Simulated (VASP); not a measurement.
```xyz
71
Lattice="4.8683 -8.4322 0.0000 4.8683 8.4322 0.0000 0.0000 0.0000 10.5563" Properties=species:S:1:pos:R:3 pbc="T T T"
Ga     1.6217    -0.9438     2.6410
Ga     1.6207     0.9371     0.0121
Ga     1.6236    -0.9303     7.9086
Ga     1.6408     0.9613     5.2578
Ga     3.2241     1.8838     2.6343
Ga     3.2432     3.7482     0.0136
Ga     3.2558     1.8676     7.9483
Ga     3.2312     3.7183     5.2606
Ga     4.8709     4.6873     2.6450
Ga     4.8688     6.5571    10.5514
Ga     4.8632     4.6807     7.9087
Ga     4.8637     6.5608     5.2840
Ga     3.2416    -3.7493     2.6427
Ga     3.2414    -1.8740    10.5526
Ga     3.2452    -3.7492     7.9208
Ga     3.2592    -1.8804     5.2825
Ga     4.8673    -0.9616     2.6504
Ga     4.8593     0.9401     0.0234
Ga     4.8683    -0.9152     7.9248
Ga     6.5073     1.8821     2.6494
Ga     6.4868     3.7498    10.5528
Ga     6.4705     1.8609     7.9257
Ga     6.5023     3.7369     5.2833
Ga     4.8539    -6.5556     2.6412
Ga     4.8699    -4.6863    10.5529
Ga     4.8666    -6.5586     7.9088
Ga     4.8612    -4.6815     5.2764
Ga     6.4801    -3.7407     2.6417
Ga     6.4931    -1.8750    10.5526
Ga     6.4896    -3.7478     7.9097
Ga     6.4815    -1.8791     5.2751
Ga     8.1133    -0.9377     2.6431
Ga     8.1152     0.9351    10.5523
Ga     8.1096    -0.9347     7.9110
Ga     8.1124     0.9467     5.2742
N      1.6327    -0.9236     4.6282
N      1.6179     0.9396     2.0081
N      1.6183    -0.9266     9.8978
N      1.6358     0.9471     7.2446
N      3.2395     3.7471     2.0101
N      3.2356     1.8791     9.9355
N      3.2431     3.7309     7.2465
N      4.8590     4.6678     4.6311
N      4.8688     6.5567     1.9829
N      4.8558     4.6823     9.8982
N      4.8686     6.5584     7.2641
N      3.2420    -3.7472     4.6241
N      3.2355    -1.8779     1.9735
N      3.2460    -3.7498     9.9002
N      3.2446    -1.8749     7.2693
N      4.8618    -1.0037     4.6022
N      4.8502     0.9429     2.0344
N      4.8671    -0.9328     9.9184
N      4.8512     0.9447     7.3144
N      6.5445     1.9115     4.6010
N      6.4851     3.7545     1.9748
N      6.4846     1.8710     9.9192
N      6.4898     3.7462     7.2696
N      4.8868    -6.5534     4.6238
N      4.8642    -4.6839     1.9804
N      4.8732    -6.5618     9.8969
N      4.8661    -4.6840     7.2608
N      6.4949    -3.7677     4.6246
N      6.4947    -1.8756     1.9763
N      6.4962    -3.7512     9.8977
N      6.4860    -1.8746     7.2654
N      8.1126    -0.9371     4.6265
N      8.1140     0.9325     1.9756
N      8.1134    -0.9367     9.8936
N      8.1106     0.9409     7.2646
Mg     4.8979     0.9192     5.2708
```
Cell charge +1.

Computed with PBE GGA, VASP's PBE PAW potentials (set 64) (plane waves; VASP). Numerical set-up: PREC = Normal, LREAL = Auto, ISYM = 0, NELECT = 281.0, 400 eV cut-off, 1×1×1 Γ-centred mesh, Gaussian smearing of 0.050 eV, potentials Ga N Mg. Starting moments (MAGMOM): 71*0.0423. The cell's moment is fixed (NUPDOWN = 3).

At this cut-off the stress carries a Pulay error, which pulls relaxed volumes low. The cell is charged, with a uniform compensating background.  The supercell is sampled at Γ alone, which is coarse: total energies, pressure and levels can be off, energies of defects by several tenths of an eV.

**Question.** Predict the cell moment, energy per atom (σ→0), pressure.

**Answer.** 
- cell moment = 3.00 μB
- energy per atom (σ→0) = -5.959 eV/atom
- pressure = -2.51 GPa

**Question.** Give the moment on each site (PAW-sphere projection).

**Answer.** 
```tsv
site	moment (μB)
Ga1	0.01
Ga2	0.01
Ga3	0.01
Ga4	0.02
Ga5	0.01
Ga6	0.01
Ga7	0.01
Ga8	0.02
Ga9	0.01
Ga10	0.01
Ga11	0.01
Ga12	0.01
Ga13	0.01
Ga14	0.01
Ga15	0.01
Ga16	0.01
Ga17	0.01
Ga18	0.01
Ga19	0.01
Ga20	0.01
Ga21	0.01
Ga22	0.01
Ga23	0.01
Ga24	0.01
Ga25	0.01
Ga26	0.01
Ga27	0.01
Ga28	0.01
Ga29	0.01
Ga30	0.01
Ga31	0.01
Ga32	0.02
Ga33	0.01
Ga34	0.01
Ga35	0.01
N36	0.03
N37	0.04
N38	0.05
N39	0.05
N40	0.04
N41	0.05
N42	0.05
N43	0.03
N44	0.05
N45	0.05
N46	0.05
N47	0.06
N48	0.07
N49	0.06
N50	0.07
N51	0.05
N52	0.05
N53	0.06
N54	0.06
N55	0.05
N56	0.07
N57	0.06
N58	0.07
N59	0.03
N60	0.05
N61	0.06
N62	0.06
N63	0.03
N64	0.04
N65	0.06
N66	0.06
N67	0.05
N68	0.04
N69	0.07
N70	0.06
Mg71	0.00
```

Total energies compare only between runs with the same potentials, cut-off and functional.

The cell is a supercell with a defect, built from GaN (wurtzite): Mg_Ga-vac_N, charge +1.
